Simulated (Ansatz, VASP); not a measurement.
## Cross-check of FeSi2 (Linzhiite) between VASP and Ansatz

One calculation is typed for both programs; each brings its own data sets. How far apart do they land? The structure shown is the start of the Ansatz relaxation below; VASP solves that cell, so the two are compared at the walk's first step.

Main program and level: Ansatz 0.2.0; plane waves, with VASP 6.6.1 beside it; single point at LDA.

### 1. The structure

It takes space group P4/mmm (No. 123, tetragonal). The conventional cell has a = 2.557 Å, b = 2.557 Å, c = 4.930 Å, α = 90.00°, β = 90.00°, γ = 90.00°. Nearest to Si lie 1 Si at 2.23 Å and 4 Fe at 2.26 Å. Nearest to Fe lie 8 Si at 2.26 Å. Farther neighbours are not listed.

### 2. Ansatz: relaxation, LDA

Ansatz runs on its PAW soft_1 files.

The two programs are compared at the cell with which this relaxation starts, whose forces are those of its first step.

input.yaml reads:

```yaml
crystal:
  lattice:
    - [2.5572715578, 0.0, 0.0]
    - [0.0, 2.5572715578, 0.0]
    - [0.0, 0.0, 4.9297925657]
  atoms:
    - { symbol: Si, position: [0.5, 0.5, 0.2739681386] }
    - { symbol: Si, position: [0.5, 0.5, 0.7260318614] }
    - { symbol: Fe, position: [0.0, 0.0, 0.0] }
kpoints:
  mp_grid: { grid: [16, 16, 8] }
hamiltonian:
  xc: lda
  pseudopotentials: { kind: paw, azcp: { folder: soft_1 }, xc_functional: pbe }
scf:
  occupations: { method: methfessel_paxton, width: 0.2 }
output:
  forces: true
  stress: true
  eigenvalues: true
relax:
  adjacent_minimum: "off"
  f_tol: 0.001
  max_steps: 60
  cell: { stress_tol: 0.01, fix: [volume] }
```

Launch:

```console
ansatz run input.yaml --threads 4 --pin off --max-ram 10240MiB --backend cpu --events-out ev --progress --plain --runs-dir out
```

Numbers of over 12 decimals in the logs are rounded to 6 here.

Log:

```text
Engine: ansatz 0.2.0, x86_64-unknown-linux-gnu
Pseudopotentials: kind: paw
Pseudopotential: Si, paw, valence charge 4, recommended cutoff 420 eV (normal), soft_1/Si.paw.azcp
Pseudopotential: Fe, paw, valence charge 16, recommended cutoff 420 eV (normal), soft_1/Fe.paw.azcp
Functional definition: SPW92
  exchange = slater_x
  correlation = pw_c
Crystal: 3 atoms, lattice volume = 32.239 Å³
Basis set: ecut = 420 eV, 645 PW (Γ)
Bands: 16, of which v1, the nominal top of the filled ones, is band 12 counted from 1 (11 counted from 0)
Symmetry: 16 space group operations
Space group: P4/mmm (ITA 123), of the structure as read, at distance tolerance 3.2e-5 Å
k-points: 225 of 2048
Non-local potential: Si, projectors of the file, l = 0: 2, l = 1: 2, l = 2: 1
Non-local potential: Fe, projectors of the file, l = 0: 3, l = 1: 2, l = 2: 3, l = 3: 1
PAW form: soft (Blöchl's): semilocal exchange-correlation on the pseudo side does not see the compensation charge
PAW frozen core: Si, regenerated for the run's functional, and the local potential with it (the file was generated under x = pbe(κ = 0.804, μ = 0.219515), c = pbe(β = 0.066725))
PAW frozen core: Fe, regenerated for the run's functional, and the local potential with it (the file was generated under x = pbe(κ = 0.804, μ = 0.219515), c = pbe(β = 0.066725))
PAW one-centre angular grid: Si, 110 points (default); XC on 64 Gauss nodes
PAW one-centre angular grid: Fe, 590 points (default); XC on 64 Gauss nodes
Initial density: superposition of atomic densities (chi_scale 0.1, normalization cell, long waves kept (reshape's long-wave potential 0.00 eV rms))
Initial wavefunctions: pseudopotential atomic-orbital guess
Functional: x = slater, c = lda
SCF iter   1: F=—  HF=-5640.423362 eV  |F-HF|=—  |Δ(HF+E_count)|=         —  Δρ=1.23e-1  dr2=1.12e1  ethr=3.10e-3  ⟨swp⟩=5.1  Hψ=19356  notcnv=0
preconditioner: auto → none  [metal: Δε(μ)=0.002 eV  Ē_g=8.983 eV  σ=0.200 eV  W_gap=0.01  n_scr=8 (ndim 8)  ℏωp=26.2 eV  f_vac=0.000  D(μ)=1.20/eV (n_scr^D=8)  sad-step TF]
SCF iter   2: F=—  HF=-5640.104079 eV  |F-HF|=—  |Δ(HF+E_count)|=   3.19e-1  S|Δr|=    0.00e0  Δρ=1.41e-1  dr2=1.16e1  ethr=3.10e-3  ⟨swp⟩=2.0  Hψ=6216  notcnv=0
SCF iter   3: F=—  HF=-5638.762920 eV  |F-HF|=—  |Δ(HF+E_count)|=    1.34e0  S|Δr|=    0.00e0  Δρ=4.76e-2  dr2=6.87e-1  ethr=3.10e-3  ⟨swp⟩=3.1  Hψ=7077  notcnv=0
SCF iter   4: F=—  HF=-5638.661730 eV  |F-HF|=—  |Δ(HF+E_count)|=   1.01e-1  S|Δr|=    0.00e0  Δρ=1.19e-2  dr2=7.76e-2  ethr=2.86e-3  ⟨swp⟩=2.5  Hψ=7096  notcnv=0
SCF iter   5: F=—  HF=-5638.633247 eV  |F-HF|=—  |Δ(HF+E_count)|=   2.85e-2  S|Δr|=    0.00e0  Δρ=3.40e-3  dr2=2.26e-3  ethr=3.23e-4  ⟨swp⟩=2.0  Hψ=5959  notcnv=0
SCF iter   6: F=—  HF=-5638.633093 eV  |F-HF|=—  |Δ(HF+E_count)|=   1.54e-4  S|Δr|=    0.00e0  Δρ=4.36e-4  dr2=1.72e-5  ethr=9.40e-6  ⟨swp⟩=2.2  Hψ=5169  notcnv=0
SCF iter   7: F=—  HF=-5638.633088 eV  |F-HF|=—  |Δ(HF+E_count)|=   4.71e-6  S|Δr|=    0.00e0  Δρ=5.46e-5  dr2=8.43e-7  ethr=7.16e-8  ⟨swp⟩=2.0  Hψ=6267  notcnv=0
SCF iter   8: F=-5638.633088 eV  HF=-5638.633088 eV  |F-HF|=1.10e-8  |Δ(HF+E_count)|=   1.53e-7  S|Δr|=    0.00e0  Δρ=9.80e-6  dr2=1.42e-8  ethr=4.17e-10  ⟨swp⟩=6.4  Hψ=18771  notcnv=0
SCF 1 converged in 8 iterations: F = -5638.633088 eV  dr2 = 1.42e-8
  greatest PAW one-centre occupation: 1.001 electrons in one spin orbital (limit 2), on the Fe atom at site 2 (counted from 0), in its partial waves of l = 1
relax step   1: F+E_penalty+E_count = -5638.63308795 eV  Δ(F+E_penalty+E_count) = +0.000e0 eV  max|allowed force component| = 1.087e-1 eV/Å  Δτ_max = 0.0000 Å  P = +27.308 GPa  Ω = 32.239 Å³  fix = [volume]  reactions: volume +27.308 GPa  (8 SCF iters, dr2 threshold 1.00e-7 eV, accepted)
[...]
relax step   2: F+E_penalty+E_count = -5638.63357984 eV  Δ(F+E_penalty+E_count) = -4.919e-4 eV  max|allowed force component| = 3.048e-2 eV/Å  Δτ_max = 0.0022 Å  P = +27.128 GPa  Ω = 32.239 Å³  energy of the carried Pulay correction = -2.222e-18 eV  fix = [volume]  reactions: volume +27.128 GPa  (4 SCF iters, dr2 threshold 3.00e-7 eV, accepted)
[...]
relax step   3: F+E_penalty+E_count = -5638.63361511 eV  Δ(F+E_penalty+E_count) = -3.527e-5 eV  max|allowed force component| = 6.875e-5 eV/Å  Δτ_max = 0.0008 Å  P = +27.067 GPa  Ω = 32.239 Å³  energy of the carried Pulay correction = -2.222e-18 eV  fix = [volume]  reactions: volume +27.067 GPa  (4 SCF iters, dr2 threshold 5.81e-8 eV, accepted)
[...]
relax step   4: F+E_penalty+E_count = -5638.63361485 eV  Δ(F+E_penalty+E_count) = +2.670e-7 eV  max|allowed force component| = 5.776e-5 eV/Å  Δτ_max = 0.0000 Å  P = +27.067 GPa  Ω = 32.239 Å³  fix = [volume]  reactions: volume +27.067 GPa  stress off target by 3.94e-3 GPa on what of the cell is left free  SCF on the basis re-selected at this cell (its energy is not comparable with the rows above)  (5 SCF iters)
basis re-selected at this cell: Δ(F+E_penalty+E_count) = +2.670e-7 eV, ΔP = +0.000 GPa vs the last step (what re-selecting the basis moved, of the pressure what is left beyond the Pulay correction that the steps carried, after the strain that the cell walked since its last selection, with what the two solves' SCF thresholds leave and, on support functions, any second-order correction that the steps lacked; it is no m [...]
SCF converged after 5 iterations
Stability not checked: this state was not tested for a lower state beside it, because cold or Methfessel-Paxton smearing, or corrected tetrahedra, fill the levels in a way that the test cannot read (fill_not_monotonic; see scf.lower_state_search)
Free energy (F): -5638.633615 eV
Harris-Foulkes:  -5638.633615 eV  (|F-HF|=3.64e-12)
Internal energy: -5638.634361 eV  (E = F + TS)
E sigma→0 (E₀):  -5638.633801 eV
Entropy (-TS):   0.000746 eV (0.249 meV/atom)
Fermi energy:    16.466421 eV
Step filling:    the computed levels leave a gap of 0.0107 eV = 0.1 smearing widths at the electron count; against every level under it full and every level over it empty, smearing changes F+E_penalty+E_count by -0.051 meV and its σ→0 estimate by -0.238 meV
--- Per-component energies (eV) ---
  E_band       = -176.967048
  E_kinetic    = 438.480857
  E_local      = -3458.858225  (includes V_loc(G=0)·N_el)
  E_nonlocal   = 342.109100
  E_hartree    = 1543.336665
  E_xc         = -232.201568
  E_vxc        = -251.367991  (∫ρ·V_xc dr)
  E_paw        = -2293.793511  (= ΣΔE_a)
  E_vpaw       = -334.003174  (= ΣTr[D̂ρ^β])
  E_aug_tail   = -0.000887  (compensation charges beyond the density's cutoff)
  E_ewald      = -1978.276989
  E_core_change = 0.570198  (= ΣΔE_core)
  E_smearing   = 0.000746  (= −TS)
  E_closure    = 0.000000  (closes the sum)
  Σ components = -5638.633615   (vs F -5638.633615, Δ=0.00e0)
--- Forces (eV/Å), atoms counted from 1 ---
  atom   1  Si     0.00000000    -0.00000000    -0.00005776
  atom   2  Si    -0.00000000     0.00000000     0.00005776
  atom   3  Fe     0.00000000     0.00000000     0.00000000
  max |Σ_I F_I| component: 1.97e-31 eV/Å
--- Stress (GPa, compression-positive) ---
       27.065441      -0.000000       0.000000
       -0.000000      27.065441      -0.000000
        0.000000      -0.000000      27.071355
  P = ⅓ Tr σ = 27.0674 GPa (270.674 kbar)
--- Band table (eV; the first three rows and the last of 225) ---
  k-point 0: bands = [... 8 lower, 14.3687, 14.7742, 14.7742, 15.9104, 21.8820, 21.8820, 23.3693, 23.8346]
  k-point 1: bands = [... 8 lower, 14.3308, 14.7675, 14.7675, 15.9105, 21.9930, 21.9930, 22.3694, 23.5744]
  k-point 2: bands = [... 8 lower, 14.1983, 14.7515, 14.7515, 15.9107, 20.9370, 22.3160, 22.3160, 23.1877]
  k-point 224: bands = [... 8 lower, 13.1061, 13.1061, 14.2767, 16.6583, 16.6583, 16.8346, 17.2385, 20.5369]
--- Relaxed structure (3 steps of the walk, 3 accepted, 1 SCFs on fresh bases) ---
  F+E_penalty+E_count = -5638.63361485 eV   max|allowed force component| = 5.776e-5 eV/Å   (the final SCF, on the basis selected at the relaxed cell)
  cell:  # Å, volume = 32.2391 Å³
    - [2.554740, 0, 0]
    - [0, 2.554740, 0]
    - [0, 0, 4.939569]
  atoms:
    - { symbol: Si, position: [0.5, 0.5, 0.274584] }
    - { symbol: Si, position: [0.5, 0.5, 0.725416] }
    - { symbol: Fe, position: [0, 0, 0] }
```

Reading the cycles: dr2 is the Hartree energy of the density residual (eV), the measure of convergence; HF is the Harris–Foulkes estimate of the energy, which meets the free energy F at convergence.

### 3. VASP: single point, LDA, start cell, pair 1

The same cell, functional (in two slightly different forms), mesh and smearing now go to VASP, with its own data sets.

Lines of VASP's logs that name or quote its potential files are left out, and so is its time.

INCAR reads:

```
SYSTEM = FeSi2
PREC = Accurate
ENCUT = 520
EDIFF = 1E-06
NELM = 120
ISMEAR = 1
SIGMA = 0.2
LREAL = .FALSE.
ALGO = Normal
GGA = CA
NBANDS = 14
LASPH = .TRUE.
LORBIT = 11
LWAVE = .FALSE.
LCHARG = .FALSE.
ISIF = 2
GGA_COMPAT = .FALSE.
KPAR = 2
```

POSCAR reads:

```
FeSi2
1.0
    2.5572720000      0.0000000000      0.0000000000
    0.0000000000      2.5572720000      0.0000000000
    0.0000000000      0.0000000000      4.9297930000
Si Fe
2 1
Direct
    0.5000000000      0.5000000000      0.2739680956
    0.5000000000      0.5000000000      0.7260317015
    0.0000000000      0.0000000000      0.0000000000
```

KPOINTS reads:

```
Automatic mesh
0
Gamma
16 16 8
0 0 0
```

Potentials, in the order of the species: Si and Fe (LDA family, release 64).

Launch:

```console
mpirun -np 2 vasp_std
```

Log:

```text
[banner, memory and clock lines left out]
running    2 mpi-ranks, on    1 nodes
 distrk:  each k-point on    1 cores,    2 groups
 distr:  one band on    1 cores,    1 groups

 POSCAR found type information on POSCAR SiFe
 POSCAR found :  2 types and       3 ions
 LDA part: xc-table for (Slater(with rela. corr.)+CA(PZ))
 , standard interpolation
 POSCAR, INCAR and KPOINTS ok, starting setup
 FFT: planning ... GRIDC
 FFT: planning ... GRID_SOFT
 FFT: planning ... GRID
 WAVECAR not read
 entering main loop
       N       E                     dE             d eps       ncg     rms          rms(c)
DAV:   1     0.643480173410E+02    0.64348E+02   -0.72554E+03  6348   0.122E+03
DAV:   2    -0.200956767040E+02   -0.84444E+02   -0.74822E+02  6428   0.229E+02
DAV:   3    -0.240421499936E+02   -0.39465E+01   -0.38004E+01  8592   0.550E+01
DAV:   4    -0.241349886707E+02   -0.92839E-01   -0.92717E-01  7172   0.797E+00
DAV:   5    -0.241375868411E+02   -0.25982E-02   -0.25976E-02  8736   0.141E+00    0.199E+01
DAV:   6    -0.251419834104E+02   -0.10044E+01   -0.12884E+01  8206   0.914E+01    0.134E+01
DAV:   7    -0.229240806744E+02    0.22179E+01   -0.10283E+01  8752   0.854E+01    0.771E+00
DAV:   8    -0.225947344413E+02    0.32935E+00   -0.53172E-01  8696   0.155E+01    0.168E+00
DAV:   9    -0.225699731820E+02    0.24761E-01   -0.62673E-02  9724   0.517E+00    0.596E-01
DAV:  10    -0.225683468292E+02    0.16264E-02   -0.46570E-03  8300   0.582E-01    0.114E-01
DAV:  11    -0.225682807561E+02    0.66073E-04   -0.41090E-04  8088   0.200E-01    0.676E-02
DAV:  12    -0.225682796614E+02    0.10947E-05   -0.38162E-05  8290   0.550E-02    0.429E-02
DAV:  13    -0.225682776177E+02    0.20437E-05   -0.87166E-06  8066   0.405E-02    0.110E-02
DAV:  14    -0.225682766354E+02    0.98232E-06   -0.82149E-07  6028   0.234E-02
   1 F= -.22568277E+02 E0= -.22568606E+02  d E =0.986895E-03
```

Parts of OUTCAR (step 3):

```text
ion  position               nearest neighbor table
   1  0.500  0.500  0.274-   2 2.23   3 2.26   3 2.26   3 2.26   3 2.26   2 2.70
   2  0.500  0.500  0.726-   1 2.23   3 2.26   3 2.26   3 2.26   3 2.26   1 2.70
   3  0.000  0.000  0.000-   1 2.26   1 2.26   1 2.26   1 2.26   2 2.26   2 2.26   2 2.26   2 2.26

  LATTYP: Found a simple tetragonal cell.
 ALAT       =     2.5572720000
 C/A-ratio  =     1.9277546542

 Subroutine GETGRP returns: Found 16 space group operations
 (whereof 16 operations were pure point group operations)

The static configuration has the point symmetry D_4h.

 Found    225 irreducible k-points:

   k-points           NKPTS =    225   k-points in BZ     NKDIM =    225   number of bands    NBANDS=     14

   dimension x,y,z NGX =    20 NGY =   20 NGZ =   40
   dimension x,y,z NGXF=    40 NGYF=   40 NGZF=   80

   ENCUT  =  520.0 eV  38.22 Ry    6.18 a.u.   4.75  4.75  9.17*2*pi/ulx,y,z

   NELECT =      16.0000    total number of electrons

 k-points in reciprocal lattice and weights: Automatic mesh
   0.00000000  0.00000000  0.00000000       0.000
   0.06250000  0.00000000  0.00000000       0.002
   0.12500000  0.00000000  0.00000000       0.002
   0.18750000  0.00000000  0.00000000       0.002
   0.25000000  0.00000000  0.00000000       0.002
   0.31250000  0.00000000  0.00000000       0.002
   0.37500000  0.00000000  0.00000000       0.002
   0.43750000  0.00000000  0.00000000       0.002
   0.50000000  0.00000000  0.00000000       0.001
[...]
0.50000000  0.43750000  0.50000000       0.002
   0.50000000  0.50000000  0.50000000       0.000

 average (electrostatic) potential at core
       1 -79.5189       2 -79.5189       3 -38.2583

 E-fermi :  11.7947

 k-point     1 :       0.0000    0.0000    0.0000
  band No.  band energies     occupation
    ...
      4       7.5332      2.00000
      5       9.7250      2.00000
      6      10.0915      2.00000
      7      10.0915      2.00000
      8      11.2066      2.00026
      9      17.2040      0.00000
     10      17.2040      0.00000
     11      18.8238      0.00000
     12      19.1653      0.00000
     13      20.1365      0.00000
    ...

 k-point     2 :       0.0625    0.0000    0.0000
  band No.  band energies     occupation
    ...
      4       7.5410      2.00000
      5       9.7272      2.00000
      6      10.0039      2.00000
      7      10.1081      2.00000
      8      11.1205      2.00002
      9      16.0938      0.00000
     10      17.3249      0.00000
     11      18.9305      0.00000
     12      19.6377      0.00000
     13      19.7170      0.00000
    ...

 k-point     3 :       0.1250    0.0000    0.0000
  band No.  band energies     occupation
    ...
      4       7.5380      2.00000
      5       9.7126      2.00000
      6       9.7584      2.00000
      7      10.1560      2.00000
      8      10.8893      2.00000
      9      14.4522     -0.00000
     10      17.6670      0.00000
     11      18.5558      0.00000
     12      19.2731      0.00000
     13      19.8279      0.00000
    ...

  Total        5.6313133      5.6313133      5.8133911      0.0000000      0.0000000      0.0000000
  in kB      279.8580120    279.8580120    288.9066870      0.0000000      0.0000000      0.0000000
  external PRESSURE =     282.8742370 kB  Pullay stress =       0.0000000 kB

  energy-cutoff  :      520.00
  volume of cell :       32.24
      direct lattice vectors                 reciprocal lattice vectors
     2.557272000  0.000000000  0.000000000     0.391041704  0.000000000  0.000000000
     0.000000000  2.557272000  0.000000000     0.000000000  0.391041704  0.000000000
     0.000000000  0.000000000  4.929793000     0.000000000  0.000000000  0.202848274

 POSITION                                       TOTAL-FORCE (eV/Angst)
 -----------------------------------------------------------------------------------
      1.27864      1.27864      1.35061         0.000000     -0.000000      0.166031
      1.27864      1.27864      3.57919        -0.000000      0.000000     -0.166031
      0.00000      0.00000      0.00000         0.000000     -0.000000      0.000000
 -----------------------------------------------------------------------------------
    total drift:                                0.000000      0.000000     -0.000062

  FREE ENERGIE OF THE ION-ELECTRON SYSTEM (eV)
  ---------------------------------------------------
  free  energy   TOTEN  =       -22.5682766354 eV

  energy  without entropy=      -22.5692635306  energy(sigma->0) =      -22.56860560

 total charge
# of ion       s       p       d       tot
------------------------------------------
    1        0.748   0.999   0.000   1.747
    2        0.748   0.999   0.000   1.747
    3        0.533   0.856   6.916   8.305
--------------------------------------------------
tot          2.028   2.854   6.916  11.799

[... 3 further parts left out ...]
```

This run has no spin polarisation, so a moment on Fe, if there is one, isn't seen.

### 4. Differences

Known differences besides the potentials themselves: the two LDA forms differ slightly; the data sets hold 24 valence electrons in Ansatz (on its PAW soft_1 files) and 16 in VASP; the cutoff is 420 eV in Ansatz and 520 eV in VASP; VASP's log shows a relativistic correction to its local exchange, Ansatz's none. Total energies have different zeros and are not compared.

Forces (eV/Å; atoms numbered as in POSCAR):

| atom | Ansatz x, y, z | VASP x, y, z |
| --- | --- | --- |
| Si1 | 0.000, 0.000, 0.109 | 0.000, 0.000, 0.166 |
| Si2 | 0.000, 0.000, -0.109 | 0.000, 0.000, -0.166 |
| Fe3 | 0.000, 0.000, 0.000 | 0.000, 0.000, 0.000 |

The forces differ by 27 meV/Å r.m.s., which is 34.5 % of the r.m.s. force of 0.078 eV/Å (both taken over all components).

### 5. What the set-up changes

Further runs change the set-up of one program: Ansatz's method, potentials or start, or VASP's data sets, cutoff or form of LDA. The table gives that difference for each run.

```csv
run,r.m.s. force difference (meV/Å)
as above,27
VASP with a cutoff of 600 eV (perhaps on Ansatz's relaxed cell),27
```

### 6. Ansatz: relaxation, LDA

The two programs are compared at the cell with which this relaxation starts, whose forces are those of its first step. The cell compared in this pair holds 32.96 Å³, against 32.24 Å³ for the pair before.

The structure compared here is the start of the Ansatz relaxation; VASP solves that cell, so the two are compared at the walk's first step.

input.yaml, the sections that differ from step 2:

```yaml
crystal:
  lattice:
    - [2.5785840084, 0.0, 0.0]
    - [0.0, 2.5785840084, 0.0]
    - [0.0, 0.0, 4.9563856431]
  atoms:
    - { symbol: Si, position: [0.5, 0.5, 0.2733475438] }
    - { symbol: Si, position: [0.5, 0.5, 0.7266524562] }
    - { symbol: Fe, position: [0.0, 0.0, 0.0] }
# kpoints, hamiltonian, scf, output, relax: as in step 2
```

Launch:

```console
ansatz run input.yaml --threads 4 --pin off --max-ram 10240MiB --backend cpu --events-out ev --progress --plain --runs-dir out
```

Log:

```text
[...]
Crystal: 3 atoms, lattice volume = 32.955 Å³
Basis set: ecut = 420 eV, 661 PW (Γ)
Bands: 16, of which v1, the nominal top of the filled ones, is band 12 counted from 1 (11 counted from 0)
Symmetry: 16 space group operations
[...]
k-points: 225 of 2048
[...]
k-point 224: bands = [... 8 lower, 12.7008, 12.7008, 13.9342, 16.2911, 16.2911, 16.3763, 16.9099, 19.9013]
--- Relaxed structure (3 steps of the walk, 3 accepted, 1 SCFs on fresh bases) ---
[...]
cell:  # Å, volume = 32.9555 Å³
    - [2.576076, 0, 0]
    - [0, 2.576076, 0]
    - [0, 0, 4.966042]
  atoms:
    - { symbol: Si, position: [0.500000, 0.500000, 0.273968] }
    - { symbol: Si, position: [0.500000, 0.500000, 0.726032] }
    - { symbol: Fe, position: [0, 0, 0] }
[key lines of the parts left out:]
SCF converged after 6 iterations
Free energy (F): -5638.739497 eV
Fermi energy:    16.057245 eV
P = ⅓ Tr σ = 20.4118 GPa (204.118 kbar)
```

[end of part 1 of 2]

[Lines on the potential files, build, host, timing and source positions are cut from VASP's logs without a mark.]

[Logs are printed without paths, hosts, clocks, repeated set-up lines and the standing remarks that a program may print on its own settings, such as how far it seeks lower states.]

[Hosts, paths, dates, database ids (printed as entryN), source tags and the programs' standing remarks are cut or masked in the printed files.]

[Rows of further runs with another cutoff or data set may stand on the cell that Ansatz relaxed, not on the start cell of the pair above them.]
